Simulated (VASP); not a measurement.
# KMgH3 (Cmmm) in VASP: notebook, part 3 of 3

VASP 6.6.1. Earlier steps stand in the parts before.

## Step 4: Single point, LDA (strain +0.0625 x Voigt [0, 0, 0, 0, 0, 1], atoms carried along)

File INCAR:

```
PREC     = Accurate       # precision mode
ENCUT    = 520            # plane-wave cutoff, eV
EDIFF    = 1E-7           # SCF threshold, eV
ISMEAR   = 0              # smearing method
SIGMA    = 0.05           # smearing width, eV
LREAL    = F              # projectors in reciprocal space
LASPH    = T              # aspherical terms in the spheres
NELM     = 100            # most SCF steps
ALGO     = Normal         # electronic algorithm
ISIF     = 2              # what is computed and relaxed
LWAVE    = F              # write WAVECAR
LCHARG   = F              # write CHGCAR
NBANDS   = 15             # bands
```

File KPOINTS:

```
regular mesh
0
Gamma
  8 8 8
```

File POSCAR:

```
KMgH3
1.0
    4.0250000000      0.1257812500      0.0000000000
    0.1257812500      4.0250000000      0.0000000000
    0.0000000000      0.0000000000      4.0250000000
K Mg H
1 1 3
Direct
    0.0000000000      0.0000000000      0.0000000000
    0.5000000000      0.5000000000      0.5000000000
    0.0000000000      0.5000000000      0.5000000000
    0.5000000000      0.0000000000      0.5000000000
    0.5000000000      0.5000000000      0.0000000000
```

Potentials or basis: VASP PAW LDA potentials, release 64 (K_sv, Mg, H).

Run with:

```
> cat potpaw_LDA.64/K_sv/POTCAR potpaw_LDA.64/Mg/POTCAR potpaw_LDA.64/H/POTCAR > POTCAR
> mpirun -np 1 vasp_std > vasp.out
```

OUTCAR:

```text
PREC = Accurate
   ENCUT = 520
   EDIFF = 1E-7
   ISMEAR = 0
   LREAL = F
   LASPH = T
   NELM = 100
   ISIF = 2

 ion  position               nearest neighbor table
   1  0.000  0.000  0.000-   2 3.41   2 3.41   2 3.41   2 3.41   2 3.56   2 3.56   2 3.56   2 3.56

   2  0.500  0.500  0.500-   5 2.01   5 2.01   3 2.01   4 2.01   4 2.01   3 2.01   1 3.41   1 3.41
                             1 3.41   1 3.41   1 3.56   1 3.56   1 3.56   1 3.56
   3  0.000  0.500  0.500-   2 2.01   2 2.01
   4  0.500  0.000  0.500-   2 2.01   2 2.01
   5  0.500  0.500  0.000-   2 2.01   2 2.01

  LATTYP: Found a base centered orthorhombic cell.
 ALAT       =     5.5143280389
 B/A-ratio  =     1.0645161290
 C/A-ratio  =     0.7299166774

  Lattice vectors:

 A1 = (  -0.1257812500,  -4.0250000000,   0.0000000000)
 A2 = (   4.0250000000,   0.1257812500,   0.0000000000)
 A3 = (   0.0000000000,   0.0000000000,   4.0250000000)

Analysis of symmetry for initial positions (statically):
=====================================================================
 Subroutine PRICEL returns:
 Original cell was already a primitive cell.

 Routine SETGRP: Setting up the symmetry group for a
 base centered orthorhombic supercell.

 Subroutine GETGRP returns: Found  8 space group operations
 (whereof  8 operations were pure point group operations)
 out of a pool of  8 trial point group operations.

The static configuration has the point symmetry D_2h.

Analysis of symmetry for dynamics (positions and initial velocities):
=====================================================================
 Subroutine PRICEL returns:
 Original cell was already a primitive cell.

 Routine SETGRP: Setting up the symmetry group for a
 base centered orthorhombic supercell.

 Subroutine GETGRP returns: Found  8 space group operations
 (whereof  8 operations were pure point group operations)
 out of a pool of  8 trial point group operations.

The dynamic configuration has the point symmetry D_2h.

 Subroutine INISYM returns: Found  8 space group operations
 (whereof  8 operations are pure point group operations),
 and found     1 'primitive' translations

----------------------------------------------------------------------------------------

                                     Primitive cell

  volume of cell :      65.1438

  direct lattice vectors                    reciprocal lattice vectors
     4.025000000  0.125781250  0.000000000     0.248690066 -0.007771565  0.000000000
     0.125781250  4.025000000  0.000000000    -0.007771565  0.248690066  0.000000000
     0.000000000  0.000000000  4.025000000     0.000000000  0.000000000  0.248447205

  length of vectors
     4.026964852  4.026964852  4.025000000     0.248811467  0.248811467  0.248447205

  position of ions in fractional coordinates (direct lattice)
     0.000000000  0.000000000  0.000000000
     0.500000000  0.500000000  0.500000000
     0.000000000  0.500000000  0.500000000
     0.500000000  0.000000000  0.500000000
     0.500000000  0.500000000  0.000000000

  ion indices of the primitive-cell ions
   primitive index   ion index
                 1           1
                 2           2
                 3           3
                 4           4
                 5           5

[... 61 lines left out ...]
 SYSTEM =  unknown system
   PREC   = accura    normal or accurate (medium, high low for compatibility)
   ISTART =      0    job   : 0-new  1-cont  2-samecut
   ICHARG =      2    charge: 1-file 2-atom 10-const
   ISPIN  =      1    spin polarized calculation?
   LNONCOLLINEAR =      F non collinear calculations
   LSORBIT =      F    spin-orbit coupling
   LASPH  =      T    aspherical Exc in radial PAW
   ENCUT  =  520.0 eV  38.22 Ry    6.18 a.u.   7.49  7.49  7.48*2*pi/ulx,y,z
   NELM   =    100;   NELMIN=  2; NELMDL= -5     # of ELM steps
   EDIFF  = 0.1E-06   stopping-criterion for ELM
   LREAL  =      F    real-space projection
   EDIFFG = 0.1E-05   stopping-criterion for IOM
   NSW    =      0    number of steps for IOM
   IBRION =     -1    ionic relax: 0-MD 1-quasi-New 2-CG
   NFREE  =      0    steps in history (QN), initial steepest desc. (CG)
   ISIF   =      2    stress and relaxation
   ISYM   =      2    0-nonsym 1-usesym 2-fastsym
   POTIM  = 0.5000    time-step for ionic-motion
   TEBEG  =    0.0;   TEEND  =   0.0 temperature during run
   PSTRESS=    0.0 pullay stress
   NELECT =      14.0000    total number of electrons
   NUPDOWN=      -1.0000    fix difference up-down
   EMIN   =  10.00;   EMAX   =-10.00  energy-range for DOS
   EFERMI =   0.00;   METHOD = LEGACY
   ISMEAR =     0;   SIGMA  =   0.05  broadening in eV -4-tet -1-fermi 0-gaus
   EFERMI_NEDOS =   21; number of points for ismear=-14 and -15
   IALGO  =     38    algorithm
   IMIX   =      4    mixing-type and parameters
     AMIX     =   0.40;   BMIX     =  1.00
     AMIX_MAG =   1.60;   BMIX_MAG =  1.00
  volume/ion in A,a.u.               =      13.03        87.92
  Fermi-wavevector in a.u.,A,eV,Ry     =   0.980603  1.853070 13.083112  0.961582
  Thomas-Fermi vector in A             =   2.111545
   LORBIT       =      0    0 simple, 1 ext, 2 COOP (PROOUT), +10 PAW based schemes
   GGA     = CA    functional components
   LHFCALC =     F    Hartree Fock is set to
   AEXX    =    0.0000 exact exchange contribution
   IVDW    =     0    specifies the selected vdW correction
   LEPSILON=     F    determine dielectric tensor
   LRPA    =     F    only Hartree local field effects (RPA)
 non-spin polarized calculation
 Gauss-broadening in eV      SIGMA  =   0.05
  energy-cutoff  :      520.00
  volume of cell :       65.14
 maximum number of plane-waves:      1774
 NGX is ok and might be reduce to    30
   NGX = 15   NGY = 15   NGZ = 15

 number of electron      13.9999996 magnetization

 Free energy of the ion-electron system (eV)
  ---------------------------------------------------
  ext. energy  EPLUGINS =         0.00000000
  ---------------------------------------------------
  free energy    TOTEN  =       -15.06006870 eV

  energy without entropy =      -15.06006870  energy(sigma->0) =      -15.06006870

 E-fermi :   0.0107     XC(G=0):  -8.8139

 val. band max:       -0.2602564368   @ k =   0.0000   0.0000   0.5000
 cond. band min:       1.7549877220   @ k =   0.5000   0.5000   0.5000
 fundamental gap:      2.0152441588
 Fermi energy:         0.0107225398

 k-point     1 :       0.0000    0.0000    0.0000
  band No.  band energies     occupation
      1     -29.0060      2.00000
      2     -12.7201      2.00000
      3     -12.7067      2.00000
      4     -12.6890      2.00000
      5      -5.9168      2.00000
      6      -0.7945      2.00000
      7      -0.7550      2.00000
      8       5.2041      0.00000
      9       5.2073      0.00000
     10       5.2350      0.00000
     11       7.3738      0.00000
     12       7.5744      0.00000
     13       8.3020      0.00000
     14       8.5562      0.00000
[... 401 lines left out ...]
      2     -12.8351      2.00000
      3     -12.7316      2.00000
      4     -12.6896      2.00000
      5      -5.1996      2.00000
      6      -1.6648      2.00000
      7      -0.7773      2.00000
      8       4.5317      0.00000
      9       5.0365      0.00000
     10       5.9935      0.00000
     11       6.6294      0.00000
     12       7.5804      0.00000
     13       7.8426      0.00000
     14       8.8690      0.00000
     15       9.5314      0.00000

 [... further k-points ...]

------------------------ aborting loop because EDIFF is reached ----------------------------------------

  FORCE on cell =-STRESS in cart. coord.  units (eV):
  Direction    XX          YY          ZZ          XY          YZ          ZX
  --------------------------------------------------------------------------------------
  -------------------------------------------------------------------------------------
  Total       -1.2579768     -1.2579768     -1.2910136     -0.9259426      0.0000000      0.0000000
  in kB      -30.9392563    -30.9392563    -31.7517804    -22.7730570      0.0000000      0.0000000
  external PRESSURE =     -31.2100976 kB  Pullay stress =       0.0000000 kB

 VOLUME and BASIS-vectors are now :
 -----------------------------------------------------------------------------
  energy-cutoff  :      520.00
  volume of cell :       65.14
      direct lattice vectors                 reciprocal lattice vectors
     4.025000000  0.125781250  0.000000000     0.248690066 -0.007771565  0.000000000
     0.125781250  4.025000000  0.000000000    -0.007771565  0.248690066  0.000000000
     0.000000000  0.000000000  4.025000000     0.000000000  0.000000000  0.248447205

 POSITION                                       TOTAL-FORCE (eV/Angst)
 -----------------------------------------------------------------------------------
      0.00000      0.00000      0.00000        -0.000000      0.000000      0.000000
      2.07539      2.07539      2.01250        -0.000000      0.000000      0.000000
      0.06289      2.01250      2.01250         0.000000      0.000000      0.000000
      2.01250      0.06289      2.01250         0.000000      0.000000      0.000000
      2.07539      2.07539      0.00000         0.000000      0.000000      0.000000
 -----------------------------------------------------------------------------------
    total drift:                                0.000000      0.000000     -0.000000

  FREE ENERGIE OF THE ION-ELECTRON SYSTEM (eV)
  ---------------------------------------------------
  free  energy   TOTEN  =       -15.0600686997 eV

  energy  without entropy=      -15.0600686997  energy(sigma->0) =      -15.06006870
```

Wall time 40 s (1 thread of Intel Xeon 6975P-C (Granite Rapids), shared host); peak memory 0.22 GiB.

What came out:

| Property | Result |
| --- | --- |
| Free energy | -15.0601 eV |
| Pressure | -3.1 GPa |
| Band gap on the k mesh | 2.02 eV, indirect (least direct gap 3.99 eV) |

Levels at points of the mesh, in eV from the valence-band top:
```tsv
k point	band 5	band 6	band 7	band 8	band 9	band 10
(0.00, 0.00, 0.00)	-5.66	-0.53	-0.49	5.46	5.47	5.50
(0.50, 0.00, 0.00)	-3.95	-2.90	-0.03	4.90	5.02	5.62
(0.50, 0.50, 0.00)	-3.06	-2.23	-1.79	3.22	6.00	6.49
(0.00, 0.00, 0.50)	-3.96	-2.91	0.00	4.87	5.21	5.53
(0.50, 0.00, 0.50)	-3.04	-2.02	-2.02	3.24	5.73	6.56
(0.50, 0.50, 0.50)	-2.38	-2.20	-1.98	2.02	5.07	5.36
```

A k mesh can miss the band edges.

## Step 5: Single point, LDA (strain -0.0500 x Voigt [0, 0, 0, 0, 0, 1], atoms carried along)

File INCAR:

```
SYSTEM = KMgH3
  PREC = Accurate
  ENCUT = 520
  EDIFF = 1E-7
  ISMEAR = 0
  SIGMA = 0.05
  LREAL = .False.
  LASPH = .True.
  NELM = 100
  ALGO = Fast
  ISIF = 2
  LWAVE = .False.
  LCHARG = .False.
  NBANDS = 15
```

File KPOINTS:

```
Automatic mesh
0
Gamma
  8 8 8
  0 0 0
```

POSCAR: that of step 4 with these lines changed.

```diff
@@ -2,4 +2,4 @@
 1.0
-    4.0250000000      0.1257812500      0.0000000000
-    0.1257812500      4.0250000000      0.0000000000
+    4.0250000000     -0.1006250000      0.0000000000
+   -0.1006250000      4.0250000000      0.0000000000
     0.0000000000      0.0000000000      4.0250000000
```

Run with:

```
> cat potpaw_LDA.64/K_sv/POTCAR potpaw_LDA.64/Mg/POTCAR potpaw_LDA.64/H/POTCAR > POTCAR
> mpirun -np 1 vasp_std > vasp.out
```

Run time: 70 s. Hardware: 1 thread of Intel Xeon 6975P-C (Granite Rapids), shared host; peak memory 0.23 GiB.

The run converged. Its results:

| Quantity | Value |
| --- | --- |
| Free energy | -15.0700 eV |
| Pressure | -3.2 GPa |
| Band gap on the k mesh | 2.03 eV, indirect (least direct gap 4.04 eV) |

Stress tensor (GPa, compression positive):
```
-3.13  1.82  0.00
 1.82 -3.13  0.00
 0.00  0.00 -3.19
```

Levels at points of the mesh, in eV from the valence-band top:
```tsv
k point	band 5	band 6	band 7	band 8	band 9	band 10
(0.00, 0.00, 0.00)	-5.65	-0.52	-0.49	5.47	5.47	5.50
(0.50, 0.00, 0.00)	-3.94	-2.90	-0.02	4.95	5.03	5.60
(0.50, 0.50, 0.00)	-3.04	-2.18	-1.83	3.23	6.00	6.51
(0.00, 0.00, 0.50)	-3.95	-2.90	0.00	4.91	5.18	5.53
(0.50, 0.00, 0.50)	-3.03	-2.01	-2.01	3.25	5.81	6.57
(0.50, 0.50, 0.50)	-2.34	-2.19	-2.01	2.03	5.13	5.36
```

A k mesh can miss the band edges.

## Step 6: The runs side by side

| cell | gap on the mesh (eV) | pressure (GPa) |
| --- | --- | --- |
| strain +0.0125 x Voigt [0, 0, 0, 0, 0, 1], atoms carried along | 2.05 | -3.2 |
| strain +0.0750 x Voigt [0, 0, 0, 0, 0, 1], atoms carried along | 2.00 | -3.1 |
| strain +0.0625 x Voigt [0, 0, 0, 0, 0, 1], atoms carried along | 2.02 | -3.1 |
| strain -0.0500 x Voigt [0, 0, 0, 0, 0, 1], atoms carried along | 2.03 | -3.2 |

Alike in all rows: task single point; level LDA; potentials or basis VASP PAW LDA potentials, release 64 (K_sv, Mg, H); no spin polarisation; k mesh 8 × 8 × 8; cutoff (eV) 520; smearing gaussian 0.05 eV.

Total energies depend on the potentials used, so only differences within one code and one set of settings carry meaning.
